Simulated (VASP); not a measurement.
Method: r2SCAN meta-GGA, VASP's PBE PAW potentials (set 64) (plane waves; VASP).

The input files of a VASP run:

**POSCAR**
```
Ru
1
    1.3535241152    -2.3443726921     0.0000000000
    1.3535241152     2.3443726921    -0.0000000000
    0.0000000000     0.0000000000     4.2630160580
Ru
2
Direct
  0.3333330000   0.6666670000   0.2500000000
  0.6666670000   0.3333330000   0.7500000000
```

INCAR:
```
SYSTEM = Ru
PREC = Accurate
ENCUT = 480
EDIFF = 1E-7
NELM = 100
ALGO = Normal
LREAL = .FALSE.
LASPH = .TRUE.
ISMEAR = 1
SIGMA = 0.1
METAGGA = R2SCAN
LMIXTAU = .TRUE.
LMAXMIX = 4
LWAVE = .FALSE.
LCHARG = .FALSE.
ISIF = 2
```

File KPOINTS:
```
Automatic mesh
0
Gamma
14 14 8
0 0 0
```

POTCAR, in this order: Ru_pv (PBE.64 set). Program: vasp_std.

The run wrote:

File OUTCAR:
```
 ion  position               nearest neighbor table
   1  0.333  0.667  0.250-   2 2.64   2 2.64   2 2.64   2 2.64   2 2.64   2 2.64
   2  0.667  0.333  0.750-   1 2.64   1 2.64   1 2.64   1 2.64   1 2.64   1 2.64
  LATTYP: Found a hexagonal cell.
 ALAT       =     2.7070483649
 C/A-ratio  =     1.5747838544
 Subroutine PRICEL returns:
 Original cell was already a primitive cell.
 Subroutine GETGRP returns: Found 24 space group operations
The static configuration has the point symmetry D_3d.
 The point group associated with its full space group is D_6h.
The dynamic configuration has the point symmetry D_3d.
 Subroutine INISYM returns: Found 24 space group operations
 Subroutine IBZKPT returns following result:
 Found    120 irreducible k-points:

 Following reciprocal coordinates:
            Coordinates               Weight
  0.000000  0.000000  0.000000      1.000000
  0.071429  0.000000  0.000000      6.000000
  0.142857  0.000000  0.000000      6.000000
  0.214286  0.000000  0.000000      6.000000
  0.285714  0.000000  0.000000      6.000000
  0.357143  0.000000  0.000000      6.000000
  0.428571  0.000000  0.000000      6.000000
  0.500000  0.000000  0.000000      3.000000
  0.071429  0.071429  0.000000      6.000000
  0.142857  0.071429  0.000000     12.000000
  0.214286  0.071429  0.000000     12.000000
  0.285714  0.071429  0.000000     12.000000
  0.357143  0.071429  0.000000     12.000000
  0.428571  0.071429  0.000000     12.000000
  0.142857  0.142857  0.000000      6.000000
  0.214286  0.142857  0.000000     12.000000
  0.285714  0.142857  0.000000     12.000000
  0.357143  0.142857  0.000000     12.000000
  0.428571  0.142857  0.000000      6.000000
  0.214286  0.214286  0.000000      6.000000
  0.285714  0.214286  0.000000     12.000000
  0.357143  0.214286  0.000000     12.000000
...
```

### OSZICAR
```
       N       E                     dE             d eps       ncg     rms          rms(c)
DAV:   1     0.243218933264E+03    0.24322E+03   -0.17773E+04  4328   0.168E+03
DAV:   2    -0.546430160594E+02   -0.29786E+03   -0.29229E+03  4584   0.497E+02
DAV:   3    -0.613807883967E+02   -0.67378E+01   -0.65509E+01  4554   0.802E+01
DAV:   4    -0.614775285229E+02   -0.96740E-01   -0.96344E-01  5764   0.767E+00
DAV:   5    -0.614786430835E+02   -0.11146E-02   -0.11144E-02  4812   0.741E-01    0.229E+01
DAV:   6    -0.515117828672E+02    0.99669E+01   -0.12114E+01  4328   0.406E+01    0.189E+00
DAV:   7    -0.502192214517E+02    0.12926E+01   -0.55256E-01  4398   0.739E+00    0.817E-01
DAV:   8    -0.507701819248E+02   -0.55096E+00   -0.64207E-01  4342   0.658E+00    0.156E+00
DAV:   9    -0.507762621790E+02   -0.60803E-02   -0.11566E-02  4398   0.117E+00    0.786E-01
DAV:  10    -0.508448309852E+02   -0.68569E-01   -0.12285E-02  4344   0.126E+00    0.439E-01
DAV:  11    -0.508444100205E+02    0.42096E-03   -0.33483E-03  4532   0.598E-01    0.213E-01
DAV:  12    -0.508471123802E+02   -0.27024E-02   -0.61990E-03  4372   0.810E-01    0.130E-01
DAV:  13    -0.508495905740E+02   -0.24782E-02   -0.10264E-03  4388   0.325E-01    0.483E-02
DAV:  14    -0.508500105313E+02   -0.41996E-03   -0.55014E-04  4388   0.254E-01    0.210E-02
DAV:  15    -0.508500294583E+02   -0.18927E-04   -0.75296E-05  4688   0.851E-02    0.320E-02
DAV:  16    -0.508499992970E+02    0.30161E-04   -0.15202E-04  4410   0.118E-01    0.142E-02
DAV:  17    -0.508500785384E+02   -0.79241E-04   -0.15285E-05  4510   0.274E-02    0.712E-03
DAV:  18    -0.508500645186E+02    0.14020E-04   -0.40740E-07  5826   0.425E-03    0.687E-03
DAV:  19    -0.508500644555E+02    0.63076E-07   -0.84156E-09  2390   0.772E-04
   1 F= -.50850064E+02 E0= -.50849652E+02  d E =-.123678E-02
```

OUTCAR:
```
------------------------ aborting loop because EDIFF is reached ----------------------------------------
  FORCE on cell =-STRESS in cart. coord.  units (eV):
  Direction    XX          YY          ZZ          XY          YZ          ZX
  --------------------------------------------------------------------------------------
  Total        0.0930925      0.0930925      0.0932758      0.0000000      0.0000000      0.0000000
  in kB        5.5129696      5.5129704      5.5238242      0.0000000      0.0000000      0.0000000
  external PRESSURE =       5.5165881 kB  Pullay stress =       0.0000000 kB
  volume of cell :       27.05
      direct lattice vectors                 reciprocal lattice vectors
     1.353524115 -2.344372692  0.000000000     0.369406052 -0.213276670  0.000000000
     1.353524115  2.344372692  0.000000000     0.369406052  0.213276670  0.000000000
     0.000000000  0.000000000  4.263016058     0.000000000  0.000000000  0.234575706
 POSITION                                       TOTAL-FORCE (eV/Angst)
 -----------------------------------------------------------------------------------
      1.35352      0.78146      1.06575         0.000000      0.000000      0.000000
      1.35352     -0.78146      3.19726        -0.000000     -0.000000      0.000000
 -----------------------------------------------------------------------------------
    total drift:                                0.000013      0.000508     -0.000045
  FREE ENERGIE OF THE ION-ELECTRON SYSTEM (eV)
  ---------------------------------------------------
  free  energy   TOTEN  =       -50.8500644555 eV

  energy  without entropy=      -50.8488276773  energy(sigma->0) =      -50.84965220
```
(Selected blocks of OUTCAR.)

The compound is Ru in the hcp structure. It was relaxed first.
